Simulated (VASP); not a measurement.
Output of a VASP run:

**OUTCAR**
```
 ion  position               nearest neighbor table
   1  0.000  0.000  0.000-   2 2.24   2 2.24   2 2.24   2 2.24
   2  0.250  0.250  0.250-   1 2.24   1 2.24   1 2.24   1 2.24
  LATTYP: Found a face centered cubic cell.
 ALAT       =     5.1831056248
 Subroutine PRICEL returns:
 Original cell was already a primitive cell.
 Subroutine GETGRP returns: Found 24 space group operations
The static configuration has the point symmetry T_d .
The dynamic configuration has the point symmetry T_d .
 Subroutine INISYM returns: Found 24 space group operations
 Subroutine IBZKPT returns following result:
 Found     35 irreducible k-points:

 Following reciprocal coordinates:
            Coordinates               Weight
  0.000000  0.000000  0.000000      1.000000
  0.111111  0.000000  0.000000      8.000000
  0.222222  0.000000  0.000000      8.000000
  0.333333  0.000000  0.000000      8.000000
  0.444444  0.000000  0.000000      8.000000
  0.111111  0.111111  0.000000      6.000000
  0.222222  0.111111  0.000000     24.000000
  0.333333  0.111111  0.000000     24.000000
  0.444444  0.111111  0.000000     24.000000
 -0.444444  0.111111  0.000000     24.000000
 -0.333333  0.111111  0.000000     24.000000
 -0.222222  0.111111  0.000000     24.000000
 -0.111111  0.111111  0.000000     12.000000
  0.222222  0.222222  0.000000      6.000000
  0.333333  0.222222  0.000000     24.000000
  0.444444  0.222222  0.000000     24.000000
 -0.444444  0.222222  0.000000     24.000000
 -0.333333  0.222222  0.000000     24.000000
 -0.222222  0.222222  0.000000     12.000000
  0.333333  0.333333  0.000000      6.000000
  0.444444  0.333333  0.000000     24.000000
 -0.444444  0.333333  0.000000     24.000000
 -0.333333  0.333333  0.000000     12.000000
  0.444444  0.444444  0.000000      6.000000
 -0.444444  0.444444  0.000000     12.000000
  0.333333  0.222222  0.111111     24.000000
  0.444444  0.222222  0.111111     48.000000
 -0.444444  0.222222  0.111111     48.000000
  0.444444  0.333333  0.111111     24.000000
 -0.444444  0.333333  0.111111     48.000000
 -0.333333  0.333333  0.111111     48.000000
 -0.222222  0.333333  0.111111     24.000000
 -0.444444  0.444444  0.111111     24.000000
 -0.333333  0.444444  0.111111     24.000000
 -0.333333  0.444444  0.222222     24.000000
   k-points           NKPTS =     35   k-points in BZ     NKDIM =     35   number of bands    NBANDS=     13
   number of dos      NEDOS =    301   number of ions     NIONS =      2
   total plane-waves  NPLWV =  21952
   dimension x,y,z NGX =    28 NGY =   28 NGZ =   28
   dimension x,y,z NGXF=    56 NGYF=   56 NGZF=   56
   ions per type =               1   1
   PREC   = accura    normal or accurate (medium, high low for compatibility)
   ISTART =      0    job   : 0-new  1-cont  2-samecut
   ICHARG =      2    charge: 1-file 2-atom 10-const
   ISPIN  =      1    spin polarized calculation?
   LNONCOLLINEAR =      F non collinear calculations
   LSORBIT =      F    spin-orbit coupling
   INIWAV =      1    electr: 0-lowe 1-rand  2-diag
   ENCUT  =  500.0 eV  36.75 Ry    6.06 a.u.   6.68  6.68  6.68*2*pi/ulx,y,z
   NELM   =    100;   NELMIN=  2; NELMDL= -5     # of ELM steps
   EDIFF  = 0.1E-05   stopping-criterion for ELM
   LREAL  =      F    real-space projection
   NLSPLINE    = F    spline interpolate recip. space projectors
   LMAXMIX     =    4 max onsite mixed and CHGCAR
   VOSKOWN=      0    Vosko Wilk Nusair interpolation
   EDIFFG = -.2E-01   stopping-criterion for IOM
   NSW    =     40    number of steps for IOM
   NBLOCK =      1;   KBLOCK =     40    inner block; outer block
   IBRION =      2    ionic relax: 0-MD 1-quasi-New 2-CG
   NFREE  =      1    steps in history (QN), initial steepest desc. (CG)
   ISIF   =      3    stress and relaxation
   ISYM   =      2    0-nonsym 1-usesym 2-fastsym
   TEIN   =    0.0    initial temperature
   TEBEG  =    0.0;   TEEND  =   0.0 temperature during run
...
```

**OSZICAR**
```
       N       E                     dE             d eps       ncg     rms          rms(c)
DAV:   1     0.889831860503E+02    0.88983E+02   -0.90778E+03   910   0.166E+03
DAV:   2    -0.195393851383E+01   -0.90937E+02   -0.86978E+02   990   0.289E+02
DAV:   3    -0.784067139028E+01   -0.58867E+01   -0.58572E+01  1140   0.739E+01
DAV:   4    -0.791629129542E+01   -0.75620E-01   -0.75591E-01  1015   0.873E+00
DAV:   5    -0.791732944378E+01   -0.10381E-02   -0.10381E-02  1115   0.105E+00    0.887E+00
DAV:   6    -0.750248645811E+01    0.41484E+00   -0.10877E+00  1139   0.435E+01    0.668E+00
DAV:   7    -0.748657980083E+01    0.15907E-01   -0.46598E-01   940   0.725E+00    0.311E+00
DAV:   8    -0.748296476444E+01    0.36150E-02   -0.71392E-03  1080   0.853E-01    0.878E-01
DAV:   9    -0.748249276595E+01    0.47200E-03   -0.11446E-03  1081   0.459E-01    0.120E-01
DAV:  10    -0.748254752888E+01   -0.54763E-04   -0.17438E-04  1048   0.153E-01    0.478E-02
DAV:  11    -0.748255677757E+01   -0.92487E-05   -0.32773E-05  1005   0.120E-01    0.658E-03
DAV:  12    -0.748255582842E+01    0.94915E-06   -0.65619E-06  1385   0.614E-02
   1 F= -.53098566E+01 E0= -.53098566E+01  d E =-.530986E+01
```

### OUTCAR
```
------------------------ aborting loop because EDIFF is reached ----------------------------------------
  FORCE on cell =-STRESS in cart. coord.  units (eV):
  Direction    XX          YY          ZZ          XY          YZ          ZX
  --------------------------------------------------------------------------------------
  Total        2.1680071      2.1680071      2.1680071     -0.0000000     -0.0000000      0.0000000
  in kB       99.7840445     99.7840445     99.7840445     -0.0000000     -0.0000000      0.0000000
  external PRESSURE =      -0.2159555 kB  Pullay stress =     100.0000000 kB
  volume of cell :       34.81
      direct lattice vectors                 reciprocal lattice vectors
     0.000000000  2.591552812  2.591552812    -0.192934521  0.192934521  0.192934521
     2.591552812  0.000000000  2.591552812     0.192934521 -0.192934521  0.192934521
     2.591552812  2.591552812  0.000000000     0.192934521  0.192934521 -0.192934521
  FREE ENERGIE OF THE ION-ELECTRON SYSTEM (eV)
  ---------------------------------------------------
  free  energy   TOTEN  =        -7.4825558284 eV

  energy  without entropy=       -7.4825558284  energy(sigma->0) =       -7.48255583
  enthalpy is  TOTEN    =        -5.3098566302 eV   P V=        2.1726991982

 reached required accuracy - stopping structural energy minimisation
```
(Selected blocks of OUTCAR.)

### POSCAR
```
ZnS
1
    0.0000000000     2.5915528124     2.5915528124
    2.5915528124     0.0000000000     2.5915528124
    2.5915528124     2.5915528124     0.0000000000
Zn S
1 1
Direct
  0.0000000000   0.0000000000   0.0000000000
  0.2500000000   0.2500000000   0.2500000000
```

Q: Write an INCAR and KPOINTS that could have produced this output.

A: This is not unique; one that fits is the input of the run itself, PBEsol GGA, plane waves, VASP's PBE PAW potentials (set 64).

**KPOINTS**
```
Automatic mesh
0
Gamma
9 9 9
0 0 0
```

**INCAR**
```
SYSTEM = ZnS
PREC = Accurate
ENCUT = 500
EDIFF = 1E-6
NELM = 100
ALGO = Normal
LREAL = .FALSE.
LASPH = .TRUE.
ISMEAR = 0
SIGMA = 0.05
GGA = PS
LMAXMIX = 4
LWAVE = .FALSE.
LCHARG = .FALSE.
IBRION = 2
ISIF = 3
NSW = 40
EDIFFG = -0.02
PSTRESS = 100
```

POTCAR, in this order: Zn S (PBE.64 set). Program: vasp_std.

The compound is ZnS in the zinc blende structure. It was relaxed first under an external pressure of 10 GPa.
